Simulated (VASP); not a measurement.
Consider the following.

```xyz
2
Lattice="3.0609 0.0000 0.0000 0.0000 3.0609 0.0000 0.0000 0.0000 3.0609" Properties=species:S:1:pos:R:3 pbc="T T T"
Al     1.5304     1.5304     1.5304
Ru     0.0000     0.0000     0.0000
```

Calculation: optB88-vdW, VASP's PBE PAW potentials (set 64) (plane waves; VASP). Run with 520 eV cut-off, 12×12×12 Γ-centred mesh, first-order Methfessel-Paxton smearing of 0.10 eV, potentials Al Ru_pv.

Question: Give the stress tensor in GPa (positive for a compressed cell).

Answer: 
```
-10.60    0.00    0.00
  0.00  -10.60    0.00
  0.00    0.00  -10.60
```
The pressure is its mean diagonal, -10.60 GPa.

The compound is RuAl in the CsCl type structure. This cell is one point of a volume scan, at 1.06 of the reference volume. The electron count is odd and the run is not spin-polarised, which forces a metal.
